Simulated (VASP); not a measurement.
# Ga2Ge2O3 (P-3m1) in VASP: settings compared, part 2 of 2

VASP 6.6.1. The steps go on from the part before.

**4. Single point, r2SCAN**

This run uses another cell than the first one, of 16.08 Å³/atom, 1.112 times its volume.

Input file INCAR:

```
SYSTEM = Ga2Ge2O3
ALGO = Normal ; EDIFF = 1E-6
ENCUT = 520 ; ISIF = 2
ISMEAR = 0 ; KPAR = 4
LASPH = .TRUE. ; LCHARG = .FALSE.
LMIXTAU = .TRUE. ; LREAL = .FALSE.
LWAVE = .FALSE. ; METAGGA = R2SCAN
NELM = 150 ; PREC = Accurate
SIGMA = 0.1
```

Input file KPOINTS:

```
k-points
0
G
  12 12 4
  0 0 0
```

Input file POSCAR:

```
Ga2Ge2O3                                
1.0
    3.0181068106      0.0000000000      0.0000000000
   -1.5090534053      2.6137571709      0.0000000000
   -0.0000000000     -0.0000000000     14.2716341350
  Ga              Ge              O             
     2     2     3
Direct
     0.3333333300000021    0.6666666699999979    0.0994409828526671
     0.6666666699999979    0.3333333300000021    0.9005590171473328
     0.6666666699999979    0.3333333300000021    0.4208633187349205
     0.3333333300000021    0.6666666699999979    0.5791366812650796
     0.6666666699999979    0.3333333300000021    0.1524044381868137
     0.3333333300000021    0.6666666699999979    0.8475955618131862
     0.0000000000000000    0.0000000000000000    0.0000000000000000
```

Potentials or basis: VASP PAW PBE potentials, release 64 (Ga_d, Ge_d, O).

Launch:

```sh
> cat potpaw_PBE.64/Ga_d/POTCAR potpaw_PBE.64/Ge_d/POTCAR potpaw_PBE.64/O/POTCAR > POTCAR
> mpirun -np 4 vasp_std > vasp.out
```

OUTCAR:

```text
SYSTEM = Ga2Ge2O3
   EDIFF = 1E-6
   ENCUT = 520
   ISIF = 2
   ISMEAR = 0
   LASPH = .TRUE.
   LREAL = .FALSE.
   METAGGA = R2SCAN
   NELM = 150
   PREC = Accurate

 ion  position               nearest neighbor table
   1  0.333  0.667  0.099-   5 1.90   5 1.90   5 1.90   7 2.25   7 2.25   7 2.25
   2  0.667  0.333  0.901-   6 1.90   6 1.90   6 1.90   7 2.25   7 2.25   7 2.25
   3  0.667  0.333  0.421-   4 2.85   4 2.85   4 2.85
   4  0.333  0.667  0.579-   3 2.85   3 2.85   3 2.85
   5  0.667  0.333  0.152-   1 1.90   1 1.90   1 1.90
   6  0.333  0.667  0.848-   2 1.90   2 1.90   2 1.90
   7  0.000  0.000  0.000-   1 2.25   2 2.25   2 2.25   1 2.25   2 2.25   1 2.25

  LATTYP: Found a hexagonal cell.
 ALAT       =     3.0181068106
 C/A-ratio  =     4.7286709950

  Lattice vectors:

 A1 = (   3.0181068106,   0.0000000000,   0.0000000000)
 A2 = (  -1.5090534053,   2.6137571709,   0.0000000000)
 A3 = (   0.0000000000,   0.0000000000,  14.2716341350)

Analysis of symmetry for initial positions (statically):
=====================================================================
 Subroutine PRICEL returns:
 Original cell was already a primitive cell.

 Routine SETGRP: Setting up the symmetry group for a
 hexagonal supercell.

 Subroutine GETGRP returns: Found 12 space group operations
 (whereof 12 operations were pure point group operations)
 out of a pool of 24 trial point group operations.

The static configuration has the point symmetry D_3d.

Analysis of symmetry for dynamics (positions and initial velocities):
=====================================================================
 Subroutine PRICEL returns:
 Original cell was already a primitive cell.

 Routine SETGRP: Setting up the symmetry group for a
 hexagonal supercell.

 Subroutine GETGRP returns: Found 12 space group operations
 (whereof 12 operations were pure point group operations)
[... 130 lines left out ...]
   IMIX   =      4    mixing-type and parameters
     AMIX     =   0.40;   BMIX     =  1.00
     AMIX_MAG =   1.60;   BMIX_MAG =  1.00
  volume/ion in A,a.u.               =      16.08       108.54
  Fermi-wavevector in a.u.,A,eV,Ry     =   1.410461  2.665385 27.067442  1.989401
  Thomas-Fermi vector in A             =   2.532413
   LORBIT       =      0    0 simple, 1 ext, 2 COOP (PROOUT), +10 PAW based schemes
   METAGGA = R2SCAN    functional components
   LHFCALC =     F    Hartree Fock is set to
   AEXX    =    0.0000 exact exchange contribution
   IVDW    =     0    specifies the selected vdW correction
   LEPSILON=     F    determine dielectric tensor
   LRPA    =     F    only Hartree local field effects (RPA)
 non-spin polarized calculation
 Gauss-broadening in eV      SIGMA  =   0.10
  energy-cutoff  :      520.00
  volume of cell :      112.58
 maximum number of plane-waves:      3078
 NGX is ok and might be reduce to    24
   NGX = 11   NGY = 11   NGZ = 53

 number of electron      72.0000032 magnetization

 Free energy of the ion-electron system (eV)
  ---------------------------------------------------
  ext. energy  EPLUGINS =         0.00000000
  ---------------------------------------------------
  free energy    TOTEN  =       -76.65601966 eV

  energy without entropy =      -76.64443129  energy(sigma->0) =      -76.65022548

 E-fermi :   4.5015     XC(G=0): -10.8098

 val. band max:        4.4734198118   @ k =  -0.1667   0.5000   0.2500
 cond. band min:       4.5186829703   @ k =   0.0833   0.0000   0.5000
 fundamental gap:      0.0452631585
 Fermi energy:         4.5014737880

 k-point     1 :       0.0000    0.0000    0.0000
  band No.  band energies     occupation
      1     -20.8816      2.00000
      2     -20.8815      2.00000
      3     -20.8811      2.00000
      4     -20.8811      2.00000
      5     -20.8661      2.00000
      6     -20.8468      2.00000
[... 1093 lines left out ...]
     42      10.3835      0.00000
     43      11.0279      0.00000

 [... further k-points ...]
[... 5 lines left out ...]
  --------------------------------------------------------------------------------------
  -------------------------------------------------------------------------------------
  Total       -3.2605663     -3.2605663     -2.6425609      0.0000000     -0.0000000     -0.0000000
  in kB      -46.4012923    -46.4012924    -37.6064237      0.0000000     -0.0000000     -0.0000000
  external PRESSURE =     -43.4696695 kB  Pullay stress =       0.0000000 kB

 VOLUME and BASIS-vectors are now :
 -----------------------------------------------------------------------------
  energy-cutoff  :      520.00
  volume of cell :      112.58
      direct lattice vectors                 reciprocal lattice vectors
     3.018106811  0.000000000  0.000000000     0.331333535  0.191295506  0.000000000
    -1.509053405  2.613757171  0.000000000     0.000000000  0.382591012  0.000000000
     0.000000000  0.000000000 14.271634135     0.000000000  0.000000000  0.070069061

 POSITION                                       TOTAL-FORCE (eV/Angst)
 -----------------------------------------------------------------------------------
     -0.00000      1.74250      1.41919         0.000000     -0.000000      0.177125
      1.50905      0.87125     12.85245        -0.000000      0.000000     -0.177125
      1.50905      0.87125      6.00641         0.000000      0.000000      0.212754
     -0.00000      1.74250      8.26523        -0.000000      0.000000     -0.212754
      1.50905      0.87125      2.17506        -0.000000     -0.000000     -0.509955
     -0.00000      1.74250     12.09657         0.000000      0.000000      0.509955
      0.00000      0.00000      0.00000        -0.000000      0.000000      0.000000
 -----------------------------------------------------------------------------------
    total drift:                                0.000000     -0.000000      0.000000

  FREE ENERGIE OF THE ION-ELECTRON SYSTEM (eV)
  ---------------------------------------------------
  free  energy   TOTEN  =       -76.6560196612 eV

  energy  without entropy=      -76.6444312911  energy(sigma->0) =      -76.65022548
```

OSZICAR:

```text
N       E                     dE             d eps       ncg     rms          rms(c)
DAV:   1     0.802321363055E+03    0.80232E+03   -0.35071E+04  6978   0.385E+03
DAV:   2     0.985122738182E+02   -0.70381E+03   -0.68041E+03  6118   0.947E+02
DAV:   3    -0.775154330038E+02   -0.17603E+03   -0.17254E+03  6736   0.263E+02
[... 28 lines left out ...]
DAV:  32    -0.766559830038E+02   -0.31261E-04   -0.51102E-06  5889   0.143E-02    0.132E-02
DAV:  33    -0.766559991339E+02   -0.16130E-04   -0.20906E-06  4564   0.950E-03    0.120E-02
DAV:  34    -0.766560133219E+02   -0.14188E-04   -0.13162E-05  6140   0.287E-02    0.688E-03
DAV:  35    -0.766560174064E+02   -0.40845E-05   -0.19760E-06  5196   0.920E-03    0.602E-03
DAV:  36    -0.766560203794E+02   -0.29730E-05   -0.20435E-07  3536   0.353E-03    0.570E-03
DAV:  37    -0.766560196612E+02    0.71815E-06   -0.31166E-06  4935   0.873E-03
   1 F= -.76656020E+02 E0= -.76650225E+02  d E =-.115884E-01
```

stdout:

```text
POSCAR found type information on POSCAR GaGeO
 POSCAR found :  3 types and       7 ions
 scaLAPACK will be used
 -----------------------------------------------------------------------------
|                                                                             |
|                                                                             |
|     You enforced a specific xc type in the INCAR file but a different       |
|     I HOPE YOU KNOW WHAT YOU ARE DOING!                                     |
|                                                                             |
 -----------------------------------------------------------------------------

 LDA part: xc-table for (None), standard interpolation
 POSCAR, INCAR and KPOINTS ok, starting setup
 FFT: planning ... GRIDC
 FFT: planning ... GRID_SOFT
 FFT: planning ... GRID
 WAVECAR not read
 entering main loop
```

It took 5.4 min on 4 MPI ranks of Intel Xeon 6975P-C (Granite Rapids), shared host; peak memory 0.45 GiB.

What came out:

| Item | Value |
| --- | --- |
| Free energy | -76.6560 eV |
| Pressure | -4.3 GPa |
| Largest force | 0.510 eV/Å |
| Band gap on the k mesh | none (metal or under the smearing width) |

Forces on the atoms (eV/Å):
```
Ga   0.000  0.000  0.177
Ga   0.000  0.000 -0.177
Ge   0.000  0.000  0.213
Ge   0.000  0.000 -0.213
O    0.000  0.000 -0.510
O    0.000  0.000  0.510
O    0.000  0.000  0.000
```

Stress tensor (GPa, compression positive):
```
-4.64  0.00  0.00
 0.00 -4.64  0.00
 0.00  0.00 -3.76
```

Caveat: the PAW data sets were made with another functional, which shifts forces and pressure a little.
